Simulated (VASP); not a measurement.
These are LDA (Ceperley-Alder, Perdew-Zunger), VASP's LDA PAW potentials (set 64) (plane waves; VASP 6.6.1) values and carry that method's errors.

The input files of a VASP run:

KPOINTS:
```
kpoints
0
G
  4 4 4
0 0 0
```

### POSCAR
```
HgPd
3.0260
  1.0000000000   0.0000000000   0.0000000000
  0.0000000000   1.0000000000   0.0000000000
  0.0000000000   0.0000000000   1.2233972241
Hg Pd
1 1
Cartesian
  0.0000000000   0.0000000000   0.0000000000
  0.5000000000   0.5000000000   0.6116986120
```

**INCAR**
```
SIGMA = 0.1
LWAVE = F
LCHARG = F
ALGO = Normal   # blocked Davidson
LREAL = F   # projection in real space or not
PREC = Accurate
ISIF = 2   # forces and stress, cell fixed
EDIFF = 1E-6   # SCF stop (eV)
LMAXMIX = 6
ISMEAR = -1
ENCUT = 300
LASPH = T   # aspherical one-centre terms
NELM = 100
SYSTEM = HgPd
```

POTCAR, in this order: Hg Pd (LDA.64 set). Program: vasp_std.

The resulting files:

### OSZICAR
```
       N       E                     dE             d eps       ncg     rms          rms(c)
DAV:   1     0.881178130582E+02    0.88118E+02   -0.88062E+03   618   0.928E+02
DAV:   2    -0.701175873344E+01   -0.95130E+02   -0.91302E+02   568   0.260E+02
DAV:   3    -0.828050856776E+01   -0.12687E+01   -0.12673E+01   701   0.349E+01
DAV:   4    -0.828542910419E+01   -0.49205E-02   -0.49202E-02   638   0.178E+00
DAV:   5    -0.828549468409E+01   -0.65580E-04   -0.65580E-04   708   0.229E-01    0.981E+00
DAV:   6    -0.796158313558E+01    0.32391E+00   -0.72446E-01   610   0.141E+01    0.759E+00
DAV:   7    -0.792671849414E+01    0.34865E-01   -0.21929E-01   568   0.487E+00    0.307E+00
DAV:   8    -0.791391412302E+01    0.12804E-01   -0.51938E-02   589   0.306E+00    0.133E+00
DAV:   9    -0.791144944095E+01    0.24647E-02   -0.91613E-03   631   0.152E+00    0.116E-01
DAV:  10    -0.791143586838E+01    0.13573E-04   -0.24396E-04   603   0.137E-01    0.528E-02
DAV:  11    -0.791142636584E+01    0.95025E-05   -0.41436E-05   617   0.755E-02    0.561E-03
DAV:  12    -0.791142621378E+01    0.15207E-06   -0.19724E-06   427   0.226E-02
   1 F= -.79114262E+01 E0= -.78894471E+01  d E =-.439582E-01
```

**OUTCAR**
```
------------------------ aborting loop because EDIFF is reached ----------------------------------------
  FORCE on cell =-STRESS in cart. coord.  units (eV):
  Direction    XX          YY          ZZ          XY          YZ          ZX
  --------------------------------------------------------------------------------------
  Total       -0.8063858     -0.8063858     -0.7356790      0.0000000      0.0000000      0.0000000
  in kB      -38.1135311    -38.1135311    -34.7715986      0.0000000      0.0000000      0.0000000
  external PRESSURE =     -36.9995536 kB  Pullay stress =       0.0000000 kB
  volume of cell :       33.90
      direct lattice vectors                 reciprocal lattice vectors
     3.026000000  0.000000000  0.000000000     0.330469266  0.000000000  0.000000000
     0.000000000  3.026000000  0.000000000     0.000000000  0.330469266  0.000000000
     0.000000000  0.000000000  3.702000000     0.000000000  0.000000000  0.270124257
 POSITION                                       TOTAL-FORCE (eV/Angst)
 -----------------------------------------------------------------------------------
      0.00000      0.00000      0.00000         0.000000      0.000000      0.000000
      1.51300      1.51300      1.85100         0.000000      0.000000      0.000000
 -----------------------------------------------------------------------------------
    total drift:                                0.000000     -0.000000     -0.000000
  FREE ENERGIE OF THE ION-ELECTRON SYSTEM (eV)
  ---------------------------------------------------
  free  energy   TOTEN  =        -7.9114262138 eV

  energy  without entropy=       -7.8674680368  energy(sigma->0) =       -7.88944713
```
(Selected blocks of OUTCAR.)

At this cut-off the stress carries a Pulay error, which pulls relaxed volumes low.

The structure comes from a measured HgPd entry of the Crystallography Open Database, whose conditions weren't checked. The cell was not relaxed at this level. The k-mesh is coarse (spacing up to 0.52 per Å, 2π included), so the numbers may not be converged in it. The run is one of a series of settings (KPOINTS 4×4×4 Γ-centred mesh against the base run), some of them coarse on purpose.
